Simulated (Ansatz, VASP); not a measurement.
# Ru (Ruthenium): VASP beside Ansatz, part 2 of 2

One calculation is typed for both programs; each brings its own data sets. How far apart do they land? The cell is taken from a series of runs on this material, whose earlier steps may have relaxed, scaled, displaced or heated it; both programs get it as it stands.

VASP 6.6.1 and Ansatz 0.2.0.

So far: Starting point; VASP: zone-centre phonons, LDA.

## Step 3: Ansatz: zone-centre phonons, LDA

Level of this step: Ansatz beside VASP: Kohn-Sham DFT, plane waves, LDA (Ansatz).

Ansatz runs on its PAW soft_1 files.

The same cell, functional (in two slightly different forms), mesh and smearing now go to Ansatz, which takes its cutoff from its data sets.

Input file input.yaml:

```yaml
crystal:
  lattice:
    - [2.7118053477, 0.0, 0.0]
    - [-1.3559026738, 2.3484923213, 0.0]
    - [0.0, 0.0, 4.274168076]
  atoms:
    - { symbol: Ru, position: [0.3333333333, 0.6666666667, 0.25] }
    - { symbol: Ru, position: [0.6666666667, 0.3333333333, 0.75] }
kpoints:
  mp_grid: { grid: [18, 18, 12] }
hamiltonian:
  xc: lda
  pseudopotentials: { kind: paw, azcp: { folder: soft_1 }, xc_functional: pbe }
scf:
  occupations: { method: methfessel_paxton, width: 0.2 }
output:
  eigenvalues: true
phonons:
  method: dfpt
```

Started as:

```sh
> ansatz run input.yaml --threads 4 --pin off --max-ram 10240MiB --backend cpu --events-out ev --progress --plain --runs-dir out
```

Numbers of over 12 decimals in the logs are rounded to 6 here.

What it wrote:

```text
zone centre: on kpoints.mp_grid the ground state, and the responses unless they are solved on pairs of k-points, stand on 637 of the mesh's 3888 k-points, reduced under 4 symmetry operations, with k and −k counted as one. Each operation leaves every solved displacement unchanged or reverses it
Engine: ansatz 0.2.0, x86_64-unknown-linux-gnu
Pseudopotentials: kind: paw
Pseudopotential: Ru, paw, valence charge 16, recommended cutoff 420 eV (normal), soft_1/Ru.paw.azcp
Functional definition: SPW92
  exchange = slater_x
  correlation = pw_c
Crystal: 2 atoms, lattice volume = 27.221 Å³
Basis set: ecut = 420 eV, 537 PW (Γ), exchange–correlation on 40×40×60 points (8 copies of the dense FFT grid, shifted against one another)
Bands: 20, of which v1, the nominal top of the filled ones, is band 16 counted from 1 (15 counted from 0)
Symmetry: 24 space group operations
k-points: 637 of 3888 (irreducible under 4 space group operations, time reversal used)
Non-local potential: Ru, projectors of the file, l = 0: 3, l = 1: 2, l = 2: 2, l = 3: 1
PAW form: soft (Blöchl's): semilocal exchange-correlation on the pseudo side does not see the compensation charge
PAW frozen core: Ru, regenerated for the run's functional, and the local potential with it (the file was generated under x = pbe(κ = 0.804, μ = 0.219515), c = pbe(β = 0.066725))
PAW one-centre angular grid: Ru, 590 points (default); XC on 64 Gauss nodes
Initial density: superposition of atomic densities (chi_scale 0.1, normalization cell)
Initial wavefunctions: pseudopotential atomic-orbital guess
Functional: x = slater, c = lda
SCF iter   1: F=—  HF=-11518.171658 eV  |F-HF|=—  |Δ(HF+E_count)|=         —  Δρ=1.31e-1  dr2=4.50e0  ethr=3.10e-3  ⟨swp⟩=5.0  Hψ=111467  notcnv=0  defer=65
automatic band count: the SCF goes on with 24 bands, as 20 were too few: they end inside the smearing window of the response
preconditioner: auto → none  [metal: Δε(μ)=0.031 eV  Ē_g=11.485 eV  σ=0.200 eV  W_gap=0.13  n_scr=8 (ndim 8)  ℏωp=28.5 eV  f_vac=0.000  D(μ)=1.50/eV (n_scr^D=22)  sad-step TF]
SCF iter   2: F=—  HF=-11517.101636 eV  |F-HF|=—  |Δ(HF+E_count)|=    1.07e0  S|Δr|=    0.00e0  Δρ=7.39e-2  dr2=1.42e0  ethr=3.10e-3  ⟨swp⟩=2.8  Hψ=29596  notcnv=0  defer=1718
SCF iter   3: F=—  HF=-11516.619114 eV  |F-HF|=—  |Δ(HF+E_count)|=   4.83e-1  S|Δr|=    0.00e0  Δρ=3.53e-3  dr2=1.57e-3  ethr=3.10e-3  ⟨swp⟩=2.0  Hψ=21992  notcnv=0  defer=1718
SCF iter   4: F=—  HF=-11516.620066 eV  |F-HF|=—  |Δ(HF+E_count)|=   9.52e-4  S|Δr|=    0.00e0  Δρ=3.76e-4  dr2=1.08e-5  ethr=4.91e-6  ⟨swp⟩=2.6  Hψ=31389  notcnv=0  defer=1587
SCF iter   5: F=—  HF=-11516.620082 eV  |F-HF|=—  |Δ(HF+E_count)|=   1.51e-5  S|Δr|=    0.00e0  Δρ=1.43e-4  dr2=3.13e-6  ethr=3.37e-8  ⟨swp⟩=2.1  Hψ=22948  notcnv=0  defer=1587
SCF iter   6: F=—  HF=-11516.620080 eV  |F-HF|=—  |Δ(HF+E_count)|=   1.31e-6  S|Δr|=    0.00e0  Δρ=2.37e-5  dr2=7.05e-8  ethr=9.77e-9  ⟨swp⟩=2.5  Hψ=23297  notcnv=0  defer=1587
SCF iter   7: F=—  HF=-11516.620080 eV  |F-HF|=—  |Δ(HF+E_count)|=   2.59e-8  S|Δr|=    0.00e0  Δρ=3.18e-6  dr2=1.90e-9  ethr=2.20e-10  ⟨swp⟩=2.3  Hψ=22543  notcnv=0  defer=1587
SCF iter   8: F=—  HF=-11516.620080 eV  |F-HF|=—  |Δ(HF+E_count)|=  2.84e-10  S|Δr|=    0.00e0  Δρ=2.41e-7  dr2=1.18e-11  ethr=5.95e-12  ⟨swp⟩=2.1  Hψ=21429  notcnv=0  defer=1587
SCF iter   9: F=-11516.620080 eV  HF=-11516.620080 eV  |F-HF|=0.00e0  |Δ(HF+E_count)|=  1.82e-12  S|Δr|=    0.00e0  Δρ=2.30e-8  dr2=4.12e-14  ethr=1.00e-12  ⟨swp⟩=10.0  Hψ=72341  notcnv=0
SCF 1 converged in 9 iterations: F = -11516.620080 eV  dr2 = 4.12e-14
  greatest PAW one-centre occupation: 1.000 electrons in one spin orbital (limit 2), on the Ru atom at site 1 (counted from 0), in its partial waves of l = 0
DFPT response loops at Γ: preconditioner auto → Kerker (q_TF=auto, 2.803 Å⁻¹) (partly filled bands, converged f_vac=0.000); β = 1.00, the filter's whole step (`scf.mixing.beta` (0.50) is not read by the response loops under this deck's `scf.mixing.preconditioner`; to damp them name `kerker` or `kerker_dos`, under which they read `scf.mixing.beta`, and type it under 1.00, their step now; both keys bind the ground state too); Broyden in place of MSR1
SCF converged after 9 iterations
Stability not checked: this state was not tested for a lower state beside it, because cold or Methfessel-Paxton smearing, or corrected tetrahedra, fill the levels in a way that the test cannot read (fill_not_monotonic; see scf.lower_state_search)
Free energy (F): -11516.620080 eV
Harris-Foulkes:  -11516.620080 eV  (|F-HF|=0.00e0)
Internal energy: -11516.620521 eV  (E = F + TS)
E sigma→0 (E₀):  -11516.620190 eV
Entropy (-TS):   0.000441 eV (0.220 meV/atom)
Fermi energy:    22.944342 eV
--- Per-component energies (eV) ---
  E_band       = -122.982991
  E_kinetic    = 920.114014
  E_local      = -2554.945199  (includes V_loc(G=0)·N_el)
  E_nonlocal   = 835.733779
  E_hartree    = 841.637617
  E_xc         = -338.457770
  E_vxc        = -429.521810  (∫ρ·V_xc dr)
  E_paw        = -6763.463969  (= ΣΔE_a)
  E_vpaw       = -577.640099  (= ΣTr[D̂ρ^β])
  E_aug_tail   = 0.001080  (compensation charges beyond the density's cutoff)
  E_ewald      = -4458.383441
  E_core_change = 1.143369  (= ΣΔE_core)
  E_smearing   = 0.000441  (= −TS)
  E_closure    = -0.000000  (closes the sum)
  Σ components = -11516.620080   (vs F -11516.620080, Δ=0.00e0)
--- Band table (eV; the first three rows and the last of 637) ---
  k-point 0: bands = [... 12 lower, 20.5503, 21.0275, 21.0275, 21.5190, 21.5190, 24.1314, 24.1314, 24.2559, ... 4 higher]
  k-point 1: bands = [... 12 lower, 20.5103, 20.9793, 20.9793, 21.6342, 21.6342, 23.9843, 24.1378, 24.1378, ... 4 higher]
  k-point 2: bands = [... 12 lower, 20.3995, 20.8487, 20.8487, 21.9228, 21.9228, 23.2887, 24.1410, 24.1410, ... 4 higher]
  k-point 636: bands = [... 12 lower, 20.3026, 20.3026, 21.6030, 21.6030, 24.5861, 24.5861, 27.9616, 27.9616, ... 4 higher]
--- Phonons (Γ-DFPT): 2 representative perturbations + reference, on 637 of 3888 k-points (Σ response iterations 6) ---
  k mesh reduced under 4 symmetry operations, with k and −k counted as one. Each operation leaves every solved displacement unchanged or reverses it
  ASR residual: 8.147e-6 → 0.000e0 eV/Å²; symmetrization residual: 9.054e-10 eV/Å²
  ASR residual per site (eV/Å²): 8.15e-6 8.15e-6
  Γ frequencies (cm⁻¹): 0.00 0.00 0.00 199.65 199.65 249.29
  non-analytic LO–TO correction: not included (Born effective charges unavailable; polar crystals: no LO–TO splitting at Γ)
```

The column dr2 measures how far the density is from self-consistency, as an energy; F and HF (Harris–Foulkes) agree once it is small.

## Step 4: Side by side

Known differences besides the potentials themselves: the two LDA forms differ slightly; the data sets hold 32 valence electrons in Ansatz (on its PAW soft_1 files) and 28 in VASP; the cutoff is 420 eV in Ansatz and 500 eV in VASP; VASP's log shows a relativistic correction to its local exchange, Ansatz's none. Total energies have different zeros and are not compared.

Both answers:

```
                  quantity  Ansatz   VASP  difference
optical mode 1 to 2 (cm⁻¹)   199.7  200.0     -0.18 %
     optical mode 3 (cm⁻¹)   249.3  251.5     -0.89 %
```

Modes are paired by rising frequency, not by their patterns, so a pair may set unlike modes beside each other; they are those without the splitting of longitudinal modes.

## Step 5: Outcome

```yaml
r_m_s_difference_of_the_optical_zone_centre_modes_each_program_s_sorted_by_frequency_zone_centre_phonons_lda: 1.3 cm⁻¹
difference_in_optical_mode_3_zone_centre_phonons_lda: -0.9 %
```

**Reading.** The r.m.s. difference of the optical zone-centre modes, each program's sorted by frequency is 1.3 cm⁻¹ (zone-centre phonons, LDA). The data sets hold unlike numbers of valence electrons (32 in Ansatz and 28 in VASP), so part of the differences comes from the potentials. Among the rows given in per cent, the largest difference of the zone-centre phonons, LDA pair is in optical mode 3, -0.9 %. Such differences can come from data sets, numerical settings and the points named under the comparisons, not from the functional's error against experiment.

[Lines on the potential files, build, host, timing and source positions are cut from VASP's logs without a mark.]

[Logs are printed without paths, hosts, clocks, repeated set-up lines and the standing remarks that a program may print on its own settings, such as how far it seeks lower states.]

[Hosts, paths, dates, database ids (printed as entryN), source tags and the programs' standing remarks are cut or masked in the printed files.]
